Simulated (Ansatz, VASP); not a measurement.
# Cross-check of TaZn2 (Zn-Ta-Zn stack, (100) layers) between VASP and Ansatz

Aim: how closely do two programs agree when they are given the same cell, functional and k mesh? The cell is taken from a series of runs on this material, whose earlier steps may have relaxed, scaled, displaced or heated it; both programs get it as it stands.

Method: plane waves, with VASP 6.6.1 beside it; LDA, in Ansatz 0.2.0.

## (1) Starting point

The cell holds 3 atoms: 2 Zn and 1 Ta. Cell: a = 2.705 Å, b = 2.705 Å, c = 32.141 Å, α = 90.0°, β = 90.0°, γ = 90.0°. It derives from TaZn2. Vacuum lies along c.

## (2) Ansatz: zone-centre phonons, LDA

Ansatz runs on its default PAW (the set named soft_2) files.

Second derivatives magnify differences that forces hide, and they need a tight electronic threshold.

Contents of input.yaml:

```yaml
crystal:
  lattice:
    - [2.7051213561, 0.0, 0.0]
    - [0.0, 2.7051213561, 0.0]
    - [0.0, 0.0, 32.1406778114]
  atoms:
    - { symbol: Zn, position: [0.0, 0.0, 0.1750150771] }
    - { symbol: Ta, position: [0.5, 0.5, 0.2359990677] }
    - { symbol: Zn, position: [0.0, 0.0, 0.2969830584] }
  periodic: [true, true, false]
kpoints:
  mp_grid: { grid: [9, 9, 1] }
hamiltonian:
  xc: lda
scf:
  occupations: { method: methfessel_paxton, width: 0.2 }
output:
  eigenvalues: true
phonons:
  method: dfpt
  qmesh: [3, 3, 1]
  temperatures: { t_max: 1000, t_step: 50 }
  qpath:
    path: [[0.0, 0.0, 0.0], [0.0, 0.5, 0.0], [0.5, 0.5, 0.0], [0.0, 0.0, 0.0]]
    npoints: 10
  electrical_resistivity:
    mesh: [12, 12, 1]
    temperatures: [20.0, 50.0, 77.0, 100.0, 150.0, 200.0, 300.0, 400.0, 600.0, 800.0]
```

The run is started by

```console
$ ansatz run input.yaml --threads 4 --pin off --max-ram 16384MiB --backend cpu --events-out ev --progress --plain --runs-dir out
```

Numbers of over 12 decimals in the logs are rounded to 6 here.

What it wrote:

```text
Warning: crystal.symmetry: narrowed to the stabiliser of the run's FFT grids — unitary ops 16 → 8. A phonons.method: dfpt run fills in the rows of the dynamical matrix that it does not solve by its symmetry operations, which is exact only for operations that map its FFT grids onto themselves: filled in by any other, the frequencies could depend on the order in which like atoms are typed, or, by more than the grids' own error, on where the crystal sits among the grids' points. Excluded: 8 operations. The run can therefore solve more perturbations, solve them on more k-points, or both, and cost more. [rest of the remark cut]
Engine: ansatz 0.2.0, aarch64-unknown-linux-gnu
Pseudopotentials: kind: paw
Pseudopotential: Zn, paw, valence charge 12, recommended cutoff 420 eV (normal), Zn.paw.azcp
Pseudopotential: Ta, paw, valence charge 13, recommended cutoff 420 eV (normal), Ta.paw.azcp
Functional definition: SPW92
  exchange = slater_x
  correlation = pw_c
Crystal: 3 atoms, lattice volume = 235.195 Å³
Basis set: ecut = 420 eV, 4695 PW (Γ), exchange–correlation on 40×40×432 points (8 copies of the dense FFT grid, shifted against one another)
Bands: 23, of which v1, the nominal top of the filled ones, is band 19 counted from 1 (18 counted from 0)
Symmetry: 16 space group operations
k-points: 15 of 81 (irreducible under 8 space group operations)
Non-local potential: Zn, projectors of the file, l = 0: 2, l = 1: 2, l = 2: 3, l = 3: 1
Non-local potential: Ta, projectors of the file, l = 0: 3, l = 1: 2, l = 2: 2, l = 3: 1
PAW form: soft (Blöchl's): semilocal exchange-correlation on the pseudo side does not see the compensation charge
PAW frozen core: Zn, regenerated for the run's functional, and the local potential with it (the file was generated under x = pbe(κ = 0.804, μ = 0.219515), c = pbe(β = 0.066725))
PAW frozen core: Ta, regenerated for the run's functional, and the local potential with it (the file was generated under x = pbe(κ = 0.804, μ = 0.219515), c = pbe(β = 0.066725))
PAW one-centre angular grid: Zn, 590 points (default); XC on 64 Gauss nodes
PAW one-centre angular grid: Ta, 590 points (default); XC on 64 Gauss nodes
Initial density: superposition of atomic densities (neutral atoms: chi_scale 0, normalization atom), corrected by the library's trained network
Initial wavefunctions: pseudopotential atomic-orbital guess
Functional: x = slater, c = lda
SCF iter   1: F=—  HF=-16173.843277 eV  |F-HF|=—  |Δ(HF+E_count)|=         —  Δρ=3.17e-3  dr2=5.80e-2  ethr=1.77e-3  ⟨swp⟩=14.7  Hψ=3020  notcnv=0
preconditioner: auto → LDOS  [metal: Δε(μ)=0.098 eV  Ē_g=8.600 eV  σ=0.200 eV  W_gap=0.40  n_scr=20 (ndim 8)  ℏωp=13.0 eV  f_vac=0.748  D(μ)=2.11/eV (n_scr^D=12)  β→1.0]
SCF iter   2: F=—  HF=-16173.840981 eV  |F-HF|=—  |Δ(HF+E_count)|=   2.30e-3  S|Δr|=    0.00e0  Δρ=1.78e-3  dr2=4.76e-3  ethr=1.57e-4  ⟨swp⟩=3.5  Hψ=996  notcnv=0
[...]
k-point 14: bands = [... 15 lower, -6.7274, -6.2602, -4.0669, -2.5760, -1.9981, -1.0725, 0.3917, 1.0054]
  ° read free of the cell's end (the report's vacuum.weakly_bound_levels)
--- Phonons (Γ-DFPT): 6 representative perturbations + reference (Σ response iterations 30) ---
  ASR residual: 7.157e-5 → 0.000e0 eV/Å²; symmetrization residual: 4.679e-7 eV/Å²
  The last average, over the group as it would stand without the narrowing to the FFT grids, took up to 7.086e-8 eV/Å² of the zone centre's force constants
  ASR residual per site (eV/Å²): 2.09e-5 7.16e-5 2.08e-5
  Γ frequencies (cm⁻¹): 0.00 0.00 0.00 108.02 108.02 138.88 138.88 147.32 151.29
--- Phonons (arbitrary-q DFPT): 3 irreducible q on the 3×3×1 mesh ---
  q = [0.0000, 0.0000, 0.0000] (star 1, of the zone-centre solve; hermiticity 1.54e-7, symmetrization 2.63e-12, taken by the last average 1.17e-8): -0.00 -0.00 0.00 108.02 108.02 138.88 138.88 147.32 151.29
  q = [0.0000, 0.3333, 0.0000] (star 4, 9 solved perturbations on 45 of 81 k-point pairs; hermiticity 2.33e-8, symmetrization 5.38e-11, taken by the last average 3.51e-9): 57.72 64.43 109.55 123.08 125.30 152.82 161.12 189.55 217.56
  q = [0.3333, 0.3333, 0.0000] (star 4, 6 solved perturbations in 378 linear systems a pass and spin channel, the states on 81 of 81 k-point pairs; hermiticity 1.80e-8, symmetrization 5.37e-11, taken by the last average 2.84e-9): 73.91 121.93 135.56 140.26 146.81 157.07 173.03 203.73 213.77
  sum rule: each row above includes the acoustic sum rule's correction from the zone centre's row sums; it moved no ω² by more than (0.33 cm⁻¹)²
  mesh force constants: q→R imaginary residual 0.00e0; ASR residual 7.157e-5 → 0.000e0 eV/Å²; symmetrization residual 5.329e-15 eV/Å²
  interpolated dispersion: 31 rows × 9 modes
  density of states and harmonic sums: on the 24×24×1 q-mesh, interpolated from the force constants of a 3×3×1 supercell (no non-analytic term)
  largest difference from the sums on the solved wave vectors: F 8.59e-2 eV, S 1.14e-4 and C_V 2.83e-5 eV/K
  zero-point energy: 0.076890 eV/cell   skipped modes (ω ≤ 0): 3   left out of the sums: 5.79e-4 of the cell's modes: C_V's classical limit lies that fraction below 3 k_B per atom; for a crystal, a wire or a layer, F and S can be off by more, and a phonons.interpolated_qmesh denser along its periods is the remedy for the sampling
--- Electrical resistivity: potentials and phonons of a 3×3×1 supercell ---
[...]
at the Fermi level of each mesh (of a tensor half of its trace):
           mesh   spin    states/(eV spin)  plasma energy (eV)         λ      λ_tr    ħω_log (meV)
        12×12×1                     0.7276              2.7728    0.4444    0.5042          11.244
          6×6×1                     0.8744              2.3688    0.5815    0.6847          10.453
          3×3×1                     0.3078              1.9644    0.1978    0.2395          12.453
  resistivity on the deck's mesh, µΩ·cm:
     T (K)       trace/2  mesh converged            xx            yy            zz    lowest order   relaxation time
     20.00     3.2330e-1              no     3.2330e-1     3.2330e-1      0.0000e0       5.9005e-1         4.4377e-1
     50.00      5.1038e0              no      5.1038e0      5.1038e0      0.0000e0        7.3285e0          7.1316e0
     77.00      1.1750e1              no      1.1751e1      1.1750e1      0.0000e0        1.5469e1          1.5705e1
    100.00      1.7840e1              no      1.7840e1      1.7840e1      0.0000e0        2.2685e1          2.3215e1
    150.00      3.0951e1              no      3.0951e1      3.0951e1      0.0000e0        3.8268e1          3.9149e1
    200.00      4.3622e1              no      4.3622e1      4.3622e1      0.0000e0        5.3422e1          5.4579e1
    300.00      6.7588e1              no      6.7588e1      6.7587e1      0.0000e0        8.2338e1          8.4011e1
    400.00      8.9822e1              no      8.9822e1      8.9822e1      0.0000e0        1.0932e2          1.1149e2
    600.00      1.3023e2              no      1.3023e2      1.3023e2      0.0000e0        1.5825e2          1.6155e2
    800.00      1.6712e2              no      1.6712e2      1.6712e2      0.0000e0        2.0295e2          2.0696e2
  sheet resistance at 20 K: 1.006 Ω
  mean free path at 20 K (of a tensor half of its trace): 1819 nm by what each carries, 1424 by the Fermi surface alone
  Hall coefficient in a weak field at 20 K (along the normal): 1.587e-9 m³/C (how far it moves between the two finest meshes is not known); by each state's relaxation time: 1.865e-9 m³/C; by a constant relaxation time: 1.617e-9 m³/C
  sheet resistance at 50 K: 15.88 Ω
  mean free path at 50 K (of a tensor half of its trace): 110 nm by what each carries, 90.2 by the Fermi surface alone
  Hall coefficient in a weak field at 50 K (along the normal): 1.537e-9 m³/C (how far it moves between the two finest meshes is not known); by each state's relaxation time: 1.708e-9 m³/C; by a constant relaxation time: 1.599e-9 m³/C
  sheet resistance at 77 K: 36.56 Ω
  mean free path at 77 K (of a tensor half of its trace): 47.5 nm by what each carries, 39.2 by the Fermi surface alone
  Hall coefficient in a weak field at 77 K (along the normal): 1.570e-9 m³/C (how far it moves between the two finest meshes is not known); by each state's relaxation time: 1.659e-9 m³/C; by a constant relaxation time: 1.594e-9 m³/C
  sheet resistance at 100 K: 55.51 Ω
  mean free path at 100 K (of a tensor half of its trace): 31.3 nm by what each carries, 25.8 by the Fermi surface alone
  Hall coefficient in a weak field at 100 K (along the normal): 1.567e-9 m³/C (how far it moves between the two finest meshes is not known); by each state's relaxation time: 1.634e-9 m³/C; by a constant relaxation time: 1.596e-9 m³/C
  sheet resistance at 150 K: 96.30 Ω
  mean free path at 150 K (of a tensor half of its trace): 18.0 nm by what each carries, 14.9 by the Fermi surface alone
  Hall coefficient in a weak field at 150 K (along the normal): 1.556e-9 m³/C (how far it moves between the two finest meshes is not known); by each state's relaxation time: 1.614e-9 m³/C; by a constant relaxation time: 1.602e-9 m³/C
  sheet resistance at 200 K: 135.7 Ω
  mean free path at 200 K (of a tensor half of its trace): 12.8 nm by what each carries, 10.6 by the Fermi surface alone
  Hall coefficient in a weak field at 200 K (along the normal): 1.550e-9 m³/C (how far it moves between the two finest meshes is not known); by each state's relaxation time: 1.608e-9 m³/C; by a constant relaxation time: 1.605e-9 m³/C
  sheet resistance at 300 K: 210.3 Ω
  mean free path at 300 K (of a tensor half of its trace): 8.27 nm by what each carries, 6.81 by the Fermi surface alone
  Hall coefficient in a weak field at 300 K (along the normal): 1.535e-9 m³/C (how far it moves between the two finest meshes is not known); by each state's relaxation time: 1.595e-9 m³/C; by a constant relaxation time: 1.598e-9 m³/C
  sheet resistance at 400 K: 279.5 Ω
  mean free path at 400 K (of a tensor half of its trace): 6.23 nm by what each carries, 5.12 by the Fermi surface alone
  Hall coefficient in a weak field at 400 K (along the normal): 1.523e-9 m³/C (how far it moves between the two finest meshes is not known); by each state's relaxation time: 1.584e-9 m³/C; by a constant relaxation time: 1.582e-9 m³/C
  sheet resistance at 600 K: 405.2 Ω
  mean free path at 600 K (of a tensor half of its trace): 4.34 nm by what each carries, 3.53 by the Fermi surface alone
  Hall coefficient in a weak field at 600 K (along the normal): 1.521e-9 m³/C (how far it moves between the two finest meshes is not known); by each state's relaxation time: 1.588e-9 m³/C; by a constant relaxation time: 1.552e-9 m³/C
  sheet resistance at 800 K: 520.0 Ω
  mean free path at 800 K (of a tensor half of its trace): 3.43 nm by what each carries, 2.75 by the Fermi surface alone
  Hall coefficient in a weak field at 800 K (along the normal): 1.538e-9 m³/C (how far it moves between the two finest meshes is not known); by each state's relaxation time: 1.615e-9 m³/C; by a constant relaxation time: 1.529e-9 m³/C
  the resistivity times a path that all electrons share, by the Fermi surface of the deck's mesh alone (half of the trace): 4.603e-15 Ω·m²
  not converged in the mesh (λ; λ_tr; the resistivity at 20 K by 43.52 %; the resistivity at 50 K by 67.37 %; the resistivity at 77 K by 69.05 %; the resistivity at 100 K by 68.45 %; the resistivity at 150 K by 66.51 %; the resistivity at 200 K by 64.54 %; the resistivity at 300 K by 61.08 %; the resistivity at 400 K by 59.03 %; the resistivity at 600 K by 58.27 %; the resistivity at 800 K by 59.86 %): between neighb [...]
  vibrations of 9 cells: unjudged by the run; compare a larger repeat
  the changes of the potential over all sites missed a rigid shift's by 0.47 % (the site terms' by 0.00 %)
```

(Part 1 of 2 ends here.)

[Lines on the potential files, build, host, timing and source positions are cut from VASP's logs without a mark.]

[Logs are printed without paths, hosts, clocks, repeated set-up lines and the standing remarks that a program may print on its own settings, such as how far it seeks lower states.]

[Hosts, paths, dates, database ids (printed as entryN), source tags and the programs' standing remarks are cut or masked in the printed files.]
